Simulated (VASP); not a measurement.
VASP runs on CdIn2O4 (space group Fd-3m) share one base input (LDA (Ceperley-Alder, Perdew-Zunger), plane waves, VASP's LDA PAW potentials (set 64)) and change the settings named in each case.

### KPOINTS
```
kpoints
0
G
4 4 4
0 0 0
```

INCAR:
```
SYSTEM = CdIn2O4
PREC = Accurate
ENCUT = 400
EDIFF = 1E-6
NELM = 100
ALGO = Normal
LREAL = Auto
LASPH = .TRUE.
ISMEAR = 0
SIGMA = 0.02
LMAXMIX = 4
LWAVE = .FALSE.
LCHARG = .FALSE.
ISIF = 2
```

### POSCAR
```
CdIn2O4
1
    0.0000000000     4.6087140000     4.6087140000
    4.6087140000     0.0000000000     4.6087140000
    4.6087140000     4.6087140000     0.0000000000
Cd In O
2 4 8
Direct
  0.2500000000   0.2500000000   0.2500000000
  0.0000000000   0.0000000000   0.0000000000
  0.1250000000   0.6250000000   0.6250000000
  0.6250000000   0.6250000000   0.1250000000
  0.6250000000   0.1250000000   0.6250000000
  0.6250000000   0.6250000000   0.6250000000
  0.8617500000   0.8617500000   0.8617500000
  0.8352500000   0.3882500000   0.3882500000
  0.8617500000   0.8617500000   0.4147500000
  0.3882500000   0.8352500000   0.3882500000
  0.4147500000   0.8617500000   0.8617500000
  0.3882500000   0.3882500000   0.3882500000
  0.8617500000   0.4147500000   0.8617500000
  0.3882500000   0.3882500000   0.8352500000
```

POTCAR, in this order: Cd In_d O (LDA.64 set). Program: vasp_std.

| change | E(σ→0) (eV/atom) | pressure (GPa) | largest force (eV/Å) |
|---|---|---|---|
| base run | -5.9135 | -9.05 | 0.012 |
| ENCUT = 600 | -5.9057 | -5.05 | 0.002 |
| KPOINTS 3×3×3 Γ-centred mesh | -5.9114 | -9.16 | 0.015 |
| KPOINTS 8×8×8 Γ-centred mesh | -5.9134 | -9.06 | 0.012 |
| IVDW = 12 (refused) | - | - | - |
| EDIFF = 1E-04 | -5.9135 | -9.00 | 0.014 |
| ISYM = 0 | -5.9135 | -9.04 | 0.012 |
 Energies of different potentials or functionals have different zeros.  Unless said otherwise, spin-orbit coupling is left out, though it shifts the bands of the heavy elements here. The base run's pressure lies -4.00 GPa from that at 600 eV (Pulay error).

Left out are runs that ran out of time, are held back, or changed the cell or the kind of run, fixed moments of cells without a moment, rows past the twelfth, gaps on odd meshes, pressures of charged cells and columns that move by less than the noise.

The structure comes from a computed database's CdIn2O4 entry; how it stands against other phases isn't given here. The cell was not relaxed at this level, its lattice was scaled by up to 2.5 %.
